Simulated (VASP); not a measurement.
Data:

```
SnZnAs2
1.0
    4.15618     0.00000     0.00000
    0.00000     4.15618     0.00000
    0.00000     0.00000     5.79174
Zn Sn As
1 1 2
Direct
  0.00000   0.00000   0.00000
  0.50000   0.50000   0.50000
  0.00000   0.50000   0.22249
  0.50000   0.00000   0.77751
```

Calculation: PBEsol GGA, VASP's PBE PAW potentials (set 64) (plane waves; VASP). Settings: 400 eV cut-off, Gaussian smearing of 0.050 eV, potentials Zn Sn_d As.

Unless said otherwise, spin-orbit coupling is left out, though it shifts the bands of the heavy elements here.

Task: What does the run give for the band gap (along the path) with the smallest direct gap where there is one?

Result: 
| Item | Result |
|---|---|
| band gap (along the path) | none (metal, semimetal or under 0.01 eV) |

The absolute energy has meaning only against runs of the same code, potentials and settings.

The structure comes from a computed database's ZnSnAs2 entry (P-4m2); how it stands against other phases isn't given here. It was relaxed first.
